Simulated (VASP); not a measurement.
# GW-BSE spectrum of BaTiO3, part 4 of 4

What does the electron-hole attraction do to the spectrum of BaTiO3? The cell has space group Pm-3m. The start is a cell from a database of measured crystal structures.

VASP 6.6.1, plane waves and PAW; the level of theory is named at each step.

So far, quasiparticle gap on the mesh (eV): step 4 (G0W0) 3.57.

## (7) Independent quasiparticles

This step: BSE on G0W0 on LDA, independent quasiparticles, no spin polarisation; plane waves and PAW (Ba_sv_GW, Ti_sv_GW, O_GW) (VASP 6.6.1).

With LADDER and LHARTREE off the pairs don't interact at all, so the lowest line must equal the direct gap.

Contents of INCAR:

```
SYSTEM = BaTiO3
PREC = Accurate
ENCUT = 440
ISMEAR = 0
SIGMA = 0.01
LREAL = .FALSE.
GGA = CA
NBANDS = 152
LASPH = .TRUE.
ALGO = BSE
NBANDSO = 6
NBANDSV = 5
OMEGAMAX = 25
NEDOS = 1000
CSHIFT = 0.1
PRECFOCK = Fast
LWAVE = .FALSE.
LCHARG = .FALSE.
ENCUTGW = 100
ANTIRES = 0
LADDER = .FALSE.
LHARTREE = .FALSE.
```

Contents of POSCAR:

```
BaTiO3
1.0
    4.0060000000      0.0000000000      0.0000000000
    0.0000000000      4.0060000000      0.0000000000
    0.0000000000      0.0000000000      4.0060000000
Ba Ti O
1 1 3
Direct
    0.5000000000      0.5000000000      0.5000000000
    0.0000000000      0.0000000000      0.0000000000
    0.5000000000      0.0000000000      0.0000000000
    0.0000000000      0.5000000000      0.0000000000
    0.0000000000      0.0000000000      0.5000000000
```

Contents of KPOINTS:

```
Automatic mesh
0
Gamma
6 6 6
0 0 0
```

The projector-augmented-wave data sets are Ba_sv_GW, Ti_sv_GW and O_GW (LDA family, release 64).

Command:

```sh
> mpirun -np 8 vasp_std
```

Output:

```text
[banner, memory and clock lines left out]
 LDA part: xc-table for (Slater(with rela. corr.)+CA(PZ))
 , standard interpolation
 found WAVECAR, reading the header
 POSCAR, INCAR and KPOINTS ok, starting setup
 FFT: planning ... GRIDC
 FFT: planning ... GRID_SOFT
 FFT: planning ... GRID
 reading WAVECAR
 the WAVECAR file was read successfully
 initial charge from wavefunction
 available memory per node:    100.94 GB, setting MAXMEM to    103366

 Doing            0  frequencies on each core in blocks of            0
 parallelization over k-points
 Using distributed matrix
 Using distributed eigensolver
 allocating two-electron 4 orbital integral table    6    5    6    5
 BSE setting up matrix
 available memory per node:    100.64 GB, setting MAXMEM to    103051
 Calculate matrix elements of the BSE Hamiltonian:
 Workload is divided into blocks of two-electron 4 orbital integrals computed in
  parallel.
 Each block/integral has dimensions  of (   6,   5,   6,   5) orbitals
 Total number of blocks/integrals:                23436
 Number of spins:                                     1
 Number of kpoints:                                 216
 Spin channel:                                        1
  Number of blocks of unoccupied bands:               1
  Number of blocks of occupied bands:                 1
 Number of rows/columns of blocks:                  216

                                                        Time (sec)
               Integrals                 Ranks       Real         CPU
  [         1 -       1728/     23436]     8         0.33        0.00
  [      1729 -       3456/     23436]     8         0.61        0.00
  [      3457 -       5184/     23436]     8         0.89        0.00
  [      5185 -       6912/     23436]     8         1.18        0.00
  [      6913 -       8640/     23436]     8         1.46        0.00
  [      8641 -      10368/     23436]     8         1.74        0.00
  [     10369 -      12096/     23436]     8         2.02        0.00
  [     12097 -      13824/     23436]     8         2.30        0.00
  [     13825 -      15552/     23436]     8         2.59        0.00
  [     15553 -      17280/     23436]     8         2.88        0.00
  [     17281 -      19008/     23436]     8         3.18        0.00
  [     19009 -      20736/     23436]     8         3.48        0.00
  [     20737 -      22464/     23436]     8         3.86        0.00
  [     22465 -      23328/     23436]     8         4.01        0.00
  [     23329 -      23436/     23436]     8         4.06        0.00

[... 7 parts as in an earlier step ...]
```

It took 43 s on 8 MPI ranks of AMD EPYC 7R43, shared host; peak memory 4.9 GiB.

OUTCAR, selected parts (step 7):

```text
   NELECT =      40.0000    total number of electrons

 E-fermi :   6.7028

[... 8 parts as in an earlier step ...]

[... 2 further parts left out ...]
```

Numbers from this step:

```yaml
lowest_excitation: 3.651 eV
```

The imaginary dielectric function has structure finer than the step of the table below, so its rows give means over 0.5 eV, whole bins alone (the curve runs from 0 to 25 eV). Peaks (eV: height): xx 3.88: 2.16, 5.38: 8.13, 6.18: 8.05, 7.43: 4.32, 8.18: 3.03, 9.76: 2.60; zz 3.88: 2.16, 5.38: 8.13, 6.18: 8.05, 7.43: 4.32, 8.18: 3.06, 9.76: 2.60.

From 6 filled and 5 empty bands alone, without any pair above OMEGAMAX = 25 eV, so strength is missing wherever others contribute; lines are broadened by CSHIFT, which also makes the tail under the first line. Table of imaginary dielectric function by photon energy; means over each step:

| photon energy (eV) | xx | zz |
| --- | --- | --- |
| 0.5 | 0.00767 | 0.00770 |
| 1.0 | 0.0163 | 0.0163 |
| 1.5 | 0.0271 | 0.0271 |
| 2.0 | 0.0425 | 0.0425 |
| 2.5 | 0.0685 | 0.0685 |
| 3.0 | 0.129 | 0.129 |
| 3.5 | 0.624 | 0.624 |
| 4.0 | 1.64 | 1.64 |
| 4.5 | 2.65 | 2.65 |
| 5.0 | 4.66 | 4.66 |
| 5.5 | 6.87 | 6.87 |
| 6.0 | 7.33 | 7.33 |
| 6.5 | 5.08 | 5.09 |
| 7.0 | 3.38 | 3.38 |
| 7.5 | 3.20 | 3.21 |
| 8.0 | 2.05 | 2.12 |
| 8.5 | 2.56 | 2.57 |
| 9.0 | 1.68 | 1.68 |
| 9.5 | 2.01 | 2.01 |
| 10.0 | 1.61 | 1.62 |
| 10.5 | 0.963 | 1.00 |
| 11.0 | 0.381 | 0.384 |
| 11.5 | 0.324 | 0.325 |
| 12.0 | 0.0998 | 0.100 |
| 12.5 | 0.0498 | 0.0500 |
| 13.0 | 0.0274 | 0.0276 |
| 13.5 | 0.0207 | 0.0208 |
| 14.0 | 0.0166 | 0.0167 |
| 14.5 | 0.0137 | 0.0137 |
| 15.0 | 0.0115 | 0.0116 |
| 15.5 | 0.00982 | 0.00990 |
| 16.0 | 0.00853 | 0.00853 |
| 16.5 | 0.00743 | 0.00747 |
| 17.0 | 0.00656 | 0.00656 |
| 17.5 | 0.00582 | 0.00586 |
| 18.0 | 0.00518 | 0.00522 |
| 18.5 | 0.00466 | 0.00468 |
| 19.0 | 0.00421 | 0.00422 |
| 19.5 | 0.00381 | 0.00383 |
| 20.0 | 0.00347 | 0.00347 |
| 20.5 | 0.00315 | 0.00318 |
| 21.0 | 0.00289 | 0.00291 |
| 21.5 | 0.00265 | 0.00266 |
| 22.0 | 0.00245 | 0.00245 |
| 22.5 | 0.00226 | 0.00227 |
| 23.0 | 0.00209 | 0.00210 |
| 23.5 | 0.00194 | 0.00195 |
| 24.0 | 0.00180 | 0.00182 |
| 24.5 | 0.00168 | 0.00168 |

The lowest excitation lies at 3.651 eV, +293 meV against the Tamm-Dancoff singlet. Peak heights aren't converged with the mesh, least of all at the onset.

## (8) Summary

This step: BSE on G0W0 on LDA; plane waves and PAW (VASP 6.6.1).

No new run; the numbers come from the runs before.

Cost is wall time times ranks on a shared host, for this step alone, without the steps before it. Excitations by level:

| level | first excitation (eV) | cost (core minutes) |
| --- | --- | --- |
| BSE, Tamm-Dancoff | 3.359 | 18.8 |
| without the electron-hole attraction | 3.652 | 11.47 |
| independent quasiparticles | 3.651 | 5.73 |

## (9) What came out

```yaml
bse_tamm_dancoff: lowest vertical excitation 3.359 eV; direct gap 3.652 eV
without_the_electron_hole_attraction: lowest vertical excitation 3.652 eV; direct gap 3.652 eV
independent_quasiparticles: lowest vertical excitation 3.651 eV; direct gap 3.652 eV
```

In words: The Bethe-Salpeter equation puts the lowest vertical singlet excitation at 3.359 eV, 0.29 eV below the direct gap of 3.652 eV; the states within 10 meV of it carry 47 % of the strength of the strongest such group among the lowest 40 states. The attraction moves the centre of weight of eps2 xx over the computed range by -0.99 eV against the run without the attraction, a shift that holds the same mesh error. The binding energy was not obtained: in a well-screened crystal the exciton spreads over many cells, and on this mesh its distance from the gap is set by the mesh and is far too large. On such a mesh the heights of single peaks aren't converged either. Bands, response cutoff and mesh of the GW step weren't tested in this session. Only vertical pairs enter; the least gap on the mesh is indirect, 3.569 eV, and its phonon-assisted absorption is absent. Only the bands set by NBANDSO and NBANDSV form pairs, and any pair above OMEGAMAX = 25 eV is dropped, so the spectrum is that of this window; the window can cut degenerate bands. VASP warned in the GW step that its automatic frequency mesh may not suit quasiparticle energies. Spin-orbit coupling is left out; with Ba in the cell it can split or shift band edges, by an amount that depends on which atoms form them and isn't tested here. The given cell is kept, although it stands at -11.9 GPa at LDA and ENCUT = 440 eV, which holds the mismatch of the given cell with this functional and any basis-set error. Not tabulated here, as repeats of values shown or as unfit to read for their mesh, reference level or band range: eps2 curves (empty bands); eps1 curves and static values (BSE, empty bands, independent quasiparticles, without the electron-hole attraction); exciton binding energies (BSE); line lists of runs without attraction (independent quasiparticles, without the electron-hole attraction).

[Lines on the potential files, build, host, timing and source positions are cut from VASP's logs without a mark.]

[Logs are printed without paths, hosts, clocks, repeated set-up lines and the standing remarks that a program may print on its own settings, such as how far it seeks lower states.]

[Hosts, paths, dates, database ids (printed as entryN), source tags and the programs' standing remarks are cut or masked in the printed files.]

[Pressures printed for these runs are not shown converged in the cutoff: they can be off by several GPa and have the wrong sign.]
